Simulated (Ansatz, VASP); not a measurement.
## Two plane-wave programs on LiMg12 (a cell with a defect)

```xyz
13
Lattice="6.4200 0.0000 0.0000 -4.8150 8.3398 0.0000 0.0000 0.0000 5.2130" Properties=species:S:1:pos:R:3 pbc="T T T"
Mg   -0.2334    0.1000    0.0042
Mg   -0.1119    1.7629    2.5076
Mg   -1.5487    2.8080   -0.0993
Mg   -1.7826    4.8328    2.2150
Mg   -3.2720    5.2696   -0.5965
Mg   -2.9895    7.9326    3.2114
Mg    3.1295   -0.1419    0.4658
Mg    3.2733    2.0901    2.6056
Mg    1.5861    2.5913   -0.0548
Mg    1.2316    4.3415    2.5355
Mg    0.0073    5.5500   -0.0808
Mg    0.0064    7.3892    2.7466
Li    2.3414    6.4830    1.5112
```

Alike in both runs: functional PBE; dispersion D3(BJ); k mesh 3 × 2 × 3; occupations fermi-dirac, width 0.05 eV; no spin polarisation.

Ansatz relaxed the structure, and its values are those at the end. VASP's run is a single point on that final structure, the one shown.

|  | VASP | Ansatz |
| --- | --- | --- |
| version | VASP 6.6.1 | Ansatz 0.2.0 |
| potentials or method | VASP PAW PBE potentials, release 64 (Mg, Li_sv) | scalar-relativistic, plane waves, PAW |
| plane-wave cutoff (eV) | 520 | 420 |
| valence electrons in the cell | 27 | 123 |

|  | VASP | Ansatz | Ansatz less VASP |
| --- | --- | --- | --- |
| rms of the force components (eV/Å) | 0.015 | 0.015 | -0.0004 |
| dispersion energy (meV/atom) | -290.8 | -290.8 | -0.07 |

The two sets of potentials don't hold the same shells in valence.

Caveats: the k mesh is coarse (spacing up to 0.40 Å⁻¹), so the values aren't converged.
